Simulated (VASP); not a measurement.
Output of a VASP run:

OUTCAR:
```
 ion  position               nearest neighbor table
   1  0.333  0.667  0.039-   3 2.80   4 2.83   4 2.83   4 2.83
   2  0.667  0.333  0.539-   4 2.80   3 2.83   3 2.83   3 2.83
   3  0.333  0.667  0.336-   1 2.80   2 2.83   2 2.83   2 2.83
   4  0.667  0.333  0.836-   2 2.80   1 2.83   1 2.83   1 2.83
  LATTYP: Found a hexagonal cell.
 ALAT       =     3.5852746520
 C/A-ratio  =     2.6364505232
 Subroutine PRICEL returns:
 Original cell was already a primitive cell.
 Subroutine GETGRP returns: Found 12 space group operations
The static configuration has the point symmetry C_3v.
 The point group associated with its full space group is C_6v.
The dynamic configuration has the point symmetry C_3v.
 Subroutine INISYM returns: Found 12 space group operations
 Subroutine IBZKPT returns following result:
 Found     48 irreducible k-points:

 Following reciprocal coordinates:
            Coordinates               Weight
  0.000000  0.000000  0.000000      1.000000
  0.090909  0.000000  0.000000      6.000000
  0.181818  0.000000  0.000000      6.000000
  0.272727  0.000000  0.000000      6.000000
  0.363636  0.000000  0.000000      6.000000
  0.454545  0.000000  0.000000      6.000000
  0.090909  0.090909  0.000000      6.000000
  0.181818  0.090909  0.000000     12.000000
  0.272727  0.090909  0.000000     12.000000
  0.363636  0.090909  0.000000     12.000000
  0.454545  0.090909  0.000000      6.000000
  0.181818  0.181818  0.000000      6.000000
  0.272727  0.181818  0.000000     12.000000
  0.363636  0.181818  0.000000     12.000000
  0.272727  0.272727  0.000000      6.000000
  0.363636  0.272727  0.000000      6.000000
  0.000000  0.000000  0.250000      2.000000
  0.090909  0.000000  0.250000     12.000000
  0.181818  0.000000  0.250000     12.000000
  0.272727  0.000000  0.250000     12.000000
  0.363636  0.000000  0.250000     12.000000
  0.454545  0.000000  0.250000     12.000000
  0.090909  0.090909  0.250000     12.000000
  0.181818  0.090909  0.250000     24.000000
  0.272727  0.090909  0.250000     24.000000
  0.363636  0.090909  0.250000     24.000000
  0.454545  0.090909  0.250000     12.000000
  0.181818  0.181818  0.250000     12.000000
  0.272727  0.181818  0.250000     24.000000
  0.363636  0.181818  0.250000     24.000000
  0.272727  0.272727  0.250000     12.000000
  0.363636  0.272727  0.250000     12.000000
  0.000000  0.000000  0.500000      1.000000
  0.090909  0.000000  0.500000      6.000000
  0.181818  0.000000  0.500000      6.000000
  0.272727  0.000000  0.500000      6.000000
  0.363636  0.000000  0.500000      6.000000
  0.454545  0.000000  0.500000      6.000000
  0.090909  0.090909  0.500000      6.000000
  0.181818  0.090909  0.500000     12.000000
   k-points           NKPTS =     48   k-points in BZ     NKDIM =     48   number of bands    NBANDS=     20
   number of dos      NEDOS =    601   number of ions     NIONS =      4
   total plane-waves  NPLWV =  36864
   dimension x,y,z NGX =    24 NGY =   24 NGZ =   64
   dimension x,y,z NGXF=    48 NGYF=   48 NGZF=  128
   ions per type =               2   2
   PREC   = accura    normal or accurate (medium, high low for compatibility)
   ISTART =      0    job   : 0-new  1-cont  2-samecut
   ICHARG =      2    charge: 1-file 2-atom 10-const
   ISPIN  =      1    spin polarized calculation?
   LNONCOLLINEAR =      F non collinear calculations
   LSORBIT =      F    spin-orbit coupling
   INIWAV =      1    electr: 0-lowe 1-rand  2-diag
   ENCUT  =  400.0 eV  29.40 Ry    5.42 a.u.   5.85  5.85 15.41*2*pi/ulx,y,z
   NELM   =    100;   NELMIN=  2; NELMDL= -5     # of ELM steps
   EDIFF  = 0.1E-06   stopping-criterion for ELM
   LREAL  =      F    real-space projection
   NLSPLINE    = F    spline interpolate recip. space projectors
   LMAXMIX     =    6 max onsite mixed and CHGCAR
   VOSKOWN=      0    Vosko Wilk Nusair interpolation
...
```

**OSZICAR**
```
       N       E                     dE             d eps       ncg     rms          rms(c)
DAV:   1     0.119201059795E+03    0.11920E+03   -0.13970E+04  2088   0.116E+03
DAV:   2    -0.216560230779E+02   -0.14086E+03   -0.13582E+03  2400   0.264E+02
DAV:   3    -0.298854447999E+02   -0.82294E+01   -0.78478E+01  2488   0.473E+01
DAV:   4    -0.300870432279E+02   -0.20160E+00   -0.19939E+00  2476   0.812E+00
DAV:   5    -0.300934081433E+02   -0.63649E-02   -0.63789E-02  2476   0.128E+00    0.544E+01
DAV:   6    -0.290149137192E+02    0.10785E+01   -0.32265E+00  2184   0.804E+00    0.341E+01
DAV:   7    -0.288991177566E+02    0.11580E+00   -0.11052E+00  2296   0.588E+00    0.235E+00
DAV:   8    -0.288721355788E+02    0.26982E-01   -0.18331E-01  2200   0.225E+00    0.147E+00
DAV:   9    -0.288726536057E+02   -0.51803E-03   -0.13925E-02  2516   0.605E-01    0.588E-01
DAV:  10    -0.288723398227E+02    0.31378E-03   -0.51370E-03  2492   0.279E-01    0.661E-01
DAV:  11    -0.288721543772E+02    0.18545E-03   -0.74553E-04  2380   0.140E-01    0.185E-01
DAV:  12    -0.288721284690E+02    0.25908E-04   -0.97278E-05  2556   0.434E-02    0.818E-02
DAV:  13    -0.288721140328E+02    0.14436E-04   -0.40076E-05  2488   0.243E-02    0.145E-02
DAV:  14    -0.288721158606E+02   -0.18277E-05   -0.45448E-06  2212   0.109E-02    0.145E-02
DAV:  15    -0.288721158297E+02    0.30833E-07   -0.13919E-07  1524   0.224E-03
   1 F= -.28872116E+02 E0= -.28872116E+02  d E =0.000000E+00
```

File OUTCAR:
```
------------------------ aborting loop because EDIFF is reached ----------------------------------------
  FORCE on cell =-STRESS in cart. coord.  units (eV):
  Direction    XX          YY          ZZ          XY          YZ          ZX
  --------------------------------------------------------------------------------------
  Total       -0.0003431     -0.0003431      0.0219514      0.0000000      0.0000000      0.0000000
  in kB       -0.0052243     -0.0052243      0.3342372      0.0000000      0.0000000      0.0000000
  external PRESSURE =       0.1079296 kB  Pullay stress =       0.0000000 kB
  volume of cell :      105.22
      direct lattice vectors                 reciprocal lattice vectors
     3.585274652  0.000000000  0.000000000     0.278918660  0.161033763  0.000000000
    -1.792637326  3.104938933  0.000000000     0.000000000  0.322067526  0.000000000
     0.000000000  0.000000000  9.452399232     0.000000000  0.000000000  0.105793246
 POSITION                                       TOTAL-FORCE (eV/Angst)
 -----------------------------------------------------------------------------------
     -0.00000      2.06996      0.37063         0.000000     -0.000000      0.003096
      1.79264      1.03498      5.09682        -0.000000      0.000000      0.003096
     -0.00000      2.06996      3.17402         0.000000     -0.000000     -0.003096
      1.79264      1.03498      7.90022        -0.000000      0.000000     -0.003096
 -----------------------------------------------------------------------------------
    total drift:                               -0.001073      0.000619      0.001112
  FREE ENERGIE OF THE ION-ELECTRON SYSTEM (eV)
  ---------------------------------------------------
  free  energy   TOTEN  =       -28.8721158297 eV

  energy  without entropy=      -28.8721158297  energy(sigma->0) =      -28.87211583

 total charge

# of ion       s       p       d       tot
------------------------------------------
    1        0.314   6.324   1.559   8.197
    2        0.314   6.324   1.559   8.197
    3        1.353   2.095   0.068   3.515
    4        1.353   2.095   0.068   3.515
--------------------------------------------------
tot          3.334  16.837   3.253  23.425
```
(Selected blocks of OUTCAR.)

### POSCAR
```
HfTe
1
    3.5852746520     0.0000000000     0.0000000000
   -1.7926373261     3.1049389326     0.0000000000
   -0.0000000000     0.0000000000     9.4523992322
Hf Te
2 2
Direct
  0.3333330000   0.6666670000   0.0392096574
  0.6666670000   0.3333330000   0.5392096574
  0.3333330000   0.6666670000   0.3357903426
  0.6666670000   0.3333330000   0.8357903426
```

Question: Reconstruct the remaining input files.

Answer: One answer among several that fit: the input of the run itself, PBEsol GGA, plane waves, VASP's PBE PAW potentials (set 64).

INCAR:
```
ALGO = Normal
EDIFF = 1E-7
ENCUT = 400
GGA = PS
ISIF = 2
ISMEAR = -5
LASPH = .TRUE.
LCHARG = .TRUE.
LEFG = .TRUE.
LMAXMIX = 6
LORBIT = 11
LREAL = .FALSE.
LWAVE = .FALSE.
NEDOS = 601
NELM = 100
PREC = Accurate
SYSTEM = HfTe
```

KPOINTS:
```
Automatic mesh
0
Gamma
11 11 4
0 0 0
```

POTCAR, in this order: Hf_pv Te (PBE.64 set). Program: vasp_std.

For a metal the tetrahedron method with Blöchl corrections gives inexact stress and forces.

The structure was generated: HfTe was put into the wurtzite type (P6_3mc), which need not be its known phase. It was relaxed first, which changed the volume by -44 %.
